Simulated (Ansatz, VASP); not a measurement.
# Cross-check of Si2O between VASP and Ansatz

One calculation is typed for both programs; each brings its own data sets. How far apart do they land? Of the first pair: The structure shown is the start of the Ansatz relaxation below; VASP solves that cell, so the two are compared at the walk's first step.

Calculated with Ansatz 0.2.0; plane waves, with VASP 6.6.1 beside it; single point at PBEsol.

### Step 1. The structure

The cell holds 30 atoms: 20 Si and 10 O. Its edges and angles: a = 8.167 Å, b = 8.167 Å, c = 8.167 Å, α = 90.0°, β = 90.0°, γ = 90.0°. Kind glass; density_g_cm3 2.2; melt_temperature_k 3200; route random start, relaxed, short melt, two cooling runs, relaxed.

### Step 2. Ansatz: relaxation, PBEsol

Ansatz runs on its PAW soft_1 files.

The two programs are compared at the cell with which this relaxation starts, whose forces are those of its first step.

File input.yaml:

```yaml
crystal:
  lattice:
    - [8.1669974226, 0.0, 0.0]
    - [0.0, 8.1669974226, 0.0]
    - [0.0, 0.0, 8.1669974226]
  atoms:
    - { symbol: Si, position: [1.2753083572, 0.9652119911, 0.711599383] }
    - { symbol: Si, position: [0.4415955572, 0.6611501811, 0.1181712906] }
    - { symbol: Si, position: [1.2394019899, 0.5667166869, 0.6627487192] }
    - { symbol: Si, position: [0.7329328135, 1.3459600067, 0.1948377327] }
    - { symbol: Si, position: [0.3603509868, 1.3473484053, 0.9333027227] }
    - { symbol: Si, position: [0.0043184077, 0.6987369378, 0.2170730135] }
    - { symbol: Si, position: [0.5065198541, 0.8327378825, 0.3587544798] }
    - { symbol: Si, position: [0.9976801703, 0.4143904063, 0.1084653248] }
    - { symbol: Si, position: [0.6122937595, 0.4713650897, 0.9717493289] }
    - { symbol: Si, position: [0.253894624, 1.2631822072, 0.6672179166] }
    - { symbol: Si, position: [1.1839936866, 0.6153579178, -0.0627488315] }
    - { symbol: Si, position: [1.0851000656, -0.0788744468, -0.0479748886] }
    - { symbol: Si, position: [0.2961592066, 1.3500366125, 1.2169726541] }
    - { symbol: Si, position: [0.792439754, 0.566284481, 0.4092299089] }
    - { symbol: Si, position: [0.2650639408, 0.7915381306, 0.4903261966] }
    - { symbol: Si, position: [0.5432782695, 1.0989316155, 0.2487414631] }
    - { symbol: Si, position: [0.4585978079, 0.7324792033, -0.2429954152] }
    - { symbol: Si, position: [0.8403546107, 0.4886763171, 0.8038420998] }
    - { symbol: Si, position: [0.3902366587, 1.03171711, 0.9914108335] }
    - { symbol: Si, position: [1.0233914102, 1.2703152479, 0.8532072214] }
    - { symbol: O, position: [0.4622822366, 0.8222467443, -0.0217771415] }
    - { symbol: O, position: [0.7929981208, 0.500389001, 0.6005473305] }
    - { symbol: O, position: [1.1045220142, 0.3185071673, 0.2604206184] }
    - { symbol: O, position: [0.3517727136, 0.5380661386, 0.2578618365] }
    - { symbol: O, position: [0.1320541709, 0.7966767275, 0.3313784399] }
    - { symbol: O, position: [-0.0265045481, 0.0686618831, -0.1299796725] }
    - { symbol: O, position: [0.9405125909, -0.1734906027, 0.0785741263] }
    - { symbol: O, position: [0.4069758231, 0.2265421832, 0.340763343] }
    - { symbol: O, position: [0.2098401588, 1.0201331731, 1.0759468222] }
    - { symbol: O, position: [0.6661471892, 0.7255784483, 0.432386812] }
kpoints:
  mp_grid: { grid: [2, 2, 2] }
scf:
  occupations: { method: fermi_dirac, width: 0.03 }
  n_extra_bands: 23
hamiltonian:
  xc: pbesol
  pseudopotentials: { kind: paw, azcp: { folder: soft_1 }, xc_functional: pbe }
output:
  forces: true
relax:
  f_tol: 0.05
  max_steps: 60
```

The run is started by

```bash
$ ansatz run input.yaml --threads 8 --pin off --max-ram 23552MiB --backend cpu --events-out ev --progress --plain --runs-dir out
```

Numbers of over 12 decimals in the logs are rounded to 6 here.

The log of the run:

```text
scf.n_extra_bands = 23 over 70 filled bands (N_el = 140.0): the run solves 93 bands
Engine: ansatz 0.2.0, aarch64-unknown-linux-gnu
Pseudopotentials: kind: paw
Pseudopotential: Si, paw, valence charge 4, recommended cutoff 420 eV (normal), soft_1/Si.paw.azcp
Pseudopotential: O, paw, valence charge 6, recommended cutoff 420 eV (normal), soft_1/O.paw.azcp
Functional definition: PBEsol
  exchange = pbesol_x
  correlation = pbesol_c
Crystal: 30 atoms, lattice volume = 544.737 Å³
Basis set: ecut = 420 eV, 10779 PW (Γ), exchange–correlation on 120×120×120 points (8 copies of the dense FFT grid, shifted against one another)
Bands: 93, of which v1, the nominal top of the filled ones, is band 70 counted from 1 (69 counted from 0)
Symmetry: 1 space group operations
Space group: P1 (ITA 1), of the structure as read, at distance tolerance 8.2e-5 Å
k-points: 8
Non-local potential: Si, projectors of the file, l = 0: 2, l = 1: 2, l = 2: 1
Non-local potential: O, projectors of the file, l = 0: 2, l = 1: 2, l = 2: 1
PAW form: soft (Blöchl's): semilocal exchange-correlation on the pseudo side does not see the compensation charge
PAW frozen core: Si, regenerated for the run's functional, and the local potential with it (the file was generated under x = pbe(κ = 0.804, μ = 0.219515), c = pbe(β = 0.066725))
PAW frozen core: O, regenerated for the run's functional, and the local potential with it (the file was generated under x = pbe(κ = 0.804, μ = 0.219515), c = pbe(β = 0.066725))
PAW one-centre angular grid: Si, 110 points (default); XC on 64 Gauss nodes
PAW one-centre angular grid: O, 110 points (default); XC on 64 Gauss nodes
Initial density: superposition of atomic densities (chi_scale 0.1, normalization cell, long waves 19 % of neutral atoms (reshape's long-wave potential 1.19 eV rms, cloud 1.77 Å wide))
Initial wavefunctions: pseudopotential atomic-orbital guess
Functional: x = pbesol(κ = 0.804, μ = 0.123457), c = pbesol(β = 0.046)
SCF iter   1: F=—  HF=-18052.345083 eV  |F-HF|=—  |Δ(HF+E_count)|=         —  Δρ=5.88e-2  dr2=7.27e1  ethr=3.10e-3  ⟨swp⟩=8.9  Hψ=4426  notcnv=0  defer=37
preconditioner: auto → LDOS  [metal: Δε(μ)=0.035 eV  Ē_g=9.195 eV  σ=0.030 eV  W_gap=0.28  n_scr=80 (ndim 8)  ℏωp=18.6 eV  f_vac=0.085  D(μ)=10.27/eV (n_scr^D=56)  β→1.0]
SCF iter   2: F=—  HF=-18041.202651 eV  |F-HF|=—  |Δ(HF+E_count)|=    1.11e1  Δρ=3.98e-2  dr2=1.57e1  ethr=3.10e-3  ⟨swp⟩=5.0  Hψ=1940  notcnv=0  defer=118
SCF iter   3: F=—  HF=-18037.852597 eV  |F-HF|=—  |Δ(HF+E_count)|=    3.35e0  Δρ=1.42e-2  dr2=1.93e0  ethr=3.10e-3  ⟨swp⟩=4.6  Hψ=1594  notcnv=0  defer=105
SCF iter   4: F=—  HF=-18037.370851 eV  |F-HF|=—  |Δ(HF+E_count)|=   4.82e-1  Δρ=4.00e-3  dr2=1.74e-1  ethr=1.38e-3  ⟨swp⟩=3.2  Hψ=1171  notcnv=0  defer=105
SCF iter   5: F=—  HF=-18037.342898 eV  |F-HF|=—  |Δ(HF+E_count)|=   2.80e-2  Δρ=1.38e-3  dr2=1.54e-2  ethr=1.24e-4  ⟨swp⟩=3.6  Hψ=1266  notcnv=0  defer=105
SCF iter   6: F=—  HF=-18037.342021 eV  |F-HF|=—  |Δ(HF+E_count)|=   8.77e-4  Δρ=5.15e-4  dr2=2.01e-3  ethr=1.10e-5  ⟨swp⟩=2.0  Hψ=1323  notcnv=0  defer=105
SCF iter   7: F=—  HF=-18037.342075 eV  |F-HF|=—  |Δ(HF+E_count)|=   5.36e-5  Δρ=2.39e-4  dr2=4.55e-4  ethr=1.44e-6  ⟨swp⟩=2.0  Hψ=1228  notcnv=0  defer=105
SCF iter   8: F=—  HF=-18037.342035 eV  |F-HF|=—  |Δ(HF+E_count)|=   4.00e-5  Δρ=1.03e-4  dr2=9.90e-5  ethr=3.25e-7  ⟨swp⟩=2.0  Hψ=1232  notcnv=0  defer=105
SCF iter   9: F=-18037.342009 eV  HF=-18037.342024 eV  |F-HF|=1.47e-5  |Δ(HF+E_count)|=   1.05e-5  Δρ=4.47e-5  dr2=1.96e-5  ethr=4.46e-8  ⟨swp⟩=4.6  Hψ=2415  notcnv=0
SCF 1 converged in 9 iterations: F = -18037.342009 eV  dr2 = 1.96e-5
  greatest PAW one-centre occupation: 0.870 electrons in one spin orbital (limit 2), on the O atom at site 28 (counted from 0), in its partial waves of l = 0
relax step   1: F+E_penalty+E_count = -18037.34200937 eV  Δ(F+E_penalty+E_count) = +0.000e0 eV  max|allowed force component| = 1.965e0 eV/Å  Δτ_max = 0.0000 Å  (9 SCF iters, dr2 threshold 6.25e-5 eV, accepted)
[...]
relax step  16: F+E_penalty+E_count = -18040.26307194 eV  Δ(F+E_penalty+E_count) = +1.062e-1 eV  max|allowed force component| = 5.583e-1 eV/Å  Δτ_max = 0.1500 Å  (10 SCF iters, rejected (line search))
[...]
relax step  17: F+E_penalty+E_count = -18040.37930078 eV  Δ(F+E_penalty+E_count) = -1.004e-2 eV  max|allowed force component| = 6.009e-2 eV/Å  Δτ_max = 0.0393 Å  (9 SCF iters, accepted)
[...]
relax step  18: F+E_penalty+E_count = -18040.38078078 eV  Δ(F+E_penalty+E_count) = -1.480e-3 eV  max|allowed force component| = 4.551e-2 eV/Å  Δτ_max = 0.0151 Å  (7 SCF iters, accepted)
SCF converged after 7 iterations
Free energy (F): -18040.380781 eV
Harris-Foulkes:  -18040.380781 eV  (|F-HF|=1.92e-9)
Internal energy: -18040.380120 eV  (E = F + TS)
E sigma→0 (E₀):  -18040.380451 eV
Entropy (-TS):   -0.000660 eV (-0.022 meV/atom)
Fermi energy:    5.313350 eV
--- Per-component energies (eV) ---
  E_band       = -390.073836
  E_kinetic    = 2533.334299
  E_local      = -7635.715786  (includes V_loc(G=0)·N_el)
  E_nonlocal   = 976.204235
  E_hartree    = 3036.081659
  E_xc         = -1828.340780
  E_vxc        = -1866.940872  (∫ρ·V_xc dr)
  E_paw        = -11526.936644  (= ΣΔE_a)
  E_vpaw       = -469.125949  (= ΣTr[D̂ρ^β])
  E_aug_tail   = 0.008670  (compensation charges beyond the density's cutoff)
  E_ewald      = -3595.999868
  E_core_change = 0.984093  (= ΣΔE_core)
  E_smearing   = -0.000660  (= −TS)
  E_closure    = -0.000000  (closes the sum)
  Σ components = -18040.380781   (vs F -18040.380781, Δ=0.00e0)
--- Forces (eV/Å), atoms counted from 1 ---
  atom   1  Si     0.00994169     0.00302581    -0.00508019
  atom   2  Si     0.00360987    -0.02236506     0.01167290
  atom   3  Si     0.02003896    -0.01200213    -0.00304829
  atom   4  Si    -0.02013316    -0.01742023    -0.00299290
  atom   5  Si     0.00806036    -0.00444433    -0.00490888
  atom   6  Si    -0.02649671     0.00824899     0.00210628
  atom   7  Si     0.00012170     0.01080060     0.00495477
  atom   8  Si    -0.01764072    -0.00830473     0.01242214
  atom   9  Si     0.01047521     0.00388029    -0.00433865
  atom  10  Si     0.00450142     0.00058211     0.00529370
  atom  11  Si     0.01072000     0.01228598    -0.01241289
  atom  12  Si    -0.03802595     0.01020992     0.02126487
  atom  13  Si    -0.00256737    -0.00762942    -0.00910113
  atom  14  Si    -0.01138063    -0.00162546     0.01370938
  atom  15  Si    -0.00415556     0.00092473    -0.00302737
  atom  16  Si     0.01493632     0.00464195     0.02099420
  atom  17  Si    -0.00222119    -0.00036717    -0.00195025
  atom  18  Si    -0.00345604    -0.00262051     0.01760251
  atom  19  Si    -0.00365506    -0.01690761    -0.02112770
  atom  20  Si    -0.00114314    -0.00033417     0.00258248
  atom  21  O     -0.00740305     0.02593187    -0.01788564
  atom  22  O      0.00191703     0.01005839    -0.00308999
  atom  23  O     -0.00675064     0.00443804    -0.01147632
  atom  24  O     -0.00842553     0.01827289     0.00738279
  atom  25  O      0.00576890     0.00234469     0.00807991
  atom  26  O      0.01036915    -0.00669081     0.00643473
  atom  27  O      0.04551394    -0.00386304    -0.01139565
  atom  28  O      0.00626664     0.00093004    -0.01621227
  atom  29  O     -0.01093622    -0.00356838     0.00198844
  atom  30  O      0.01218213    -0.00842439    -0.00839951
  max |Σ_I F_I| component: 4.15e-5 eV/Å
--- Relaxed structure (18 steps of the walk, 16 accepted, 0 SCFs on fresh bases) ---
  F+E_penalty+E_count = -18040.38078078 eV   max|allowed force component| = 4.551e-2 eV/Å
  atoms:
    - { symbol: Si, position: [1.213509, 0.976526, 0.685603] }
    - { symbol: Si, position: [0.521310, 0.671296, 0.129534] }
    - { symbol: Si, position: [1.326378, 0.540094, 0.616861] }
    - { symbol: Si, position: [0.735487, 1.350244, 0.221174] }
    - { symbol: Si, position: [0.430984, 1.283030, 0.934472] }
    - { symbol: Si, position: [-0.032871, 0.685686, 0.210312] }
    - { symbol: Si, position: [0.524608, 0.845845, 0.366872] }
    - { symbol: Si, position: [0.996842, 0.409371, 0.123794] }
    - { symbol: Si, position: [0.647753, 0.472969, 0.962374] }
    - { symbol: Si, position: [0.238036, 1.280197, 0.727208] }
    - { symbol: Si, position: [1.133296, 0.569835, -0.146550] }
    - { symbol: Si, position: [1.054421, -0.059122, -0.059211] }
    - { symbol: Si, position: [0.334471, 1.358696, 1.201512] }
    - { symbol: Si, position: [0.759831, 0.589920, 0.401743] }
    - { symbol: Si, position: [0.249887, 0.781621, 0.471386] }
    - { symbol: Si, position: [0.563423, 1.114690, 0.283146] }
    - { symbol: Si, position: [0.342284, 0.751237, -0.193629] }
    - { symbol: Si, position: [0.864577, 0.498039, 0.766494] }
    - { symbol: Si, position: [0.406998, 1.022265, 1.048399] }
    - { symbol: Si, position: [0.987656, 1.270107, 0.871439] }
    - { symbol: O, position: [0.455845, 0.819081, -0.019031] }
    - { symbol: O, position: [0.838875, 0.504089, 0.566582] }
    - { symbol: O, position: [1.141900, 0.335256, 0.245577] }
    - { symbol: O, position: [0.370544, 0.558373, 0.210074] }
    - { symbol: O, position: [0.109889, 0.762588, 0.329007] }
    - { symbol: O, position: [-0.087100, 0.084660, -0.087655] }
    - { symbol: O, position: [0.942409, -0.185505, 0.056217] }
    - { symbol: O, position: [0.419708, 0.248403, 0.349822] }
    - { symbol: O, position: [0.205493, 1.000294, 1.067556] }
    - { symbol: O, position: [0.647067, 0.736789, 0.488970] }
```

[end of part 1 of 3]

[Lines on the potential files, build, host, timing and source positions are cut from VASP's logs without a mark.]

[Logs are printed without paths, hosts, clocks, repeated set-up lines and the standing remarks that a program may print on its own settings, such as how far it seeks lower states.]

[Hosts, paths, dates, database ids (printed as entryN), source tags and the programs' standing remarks are cut or masked in the printed files.]
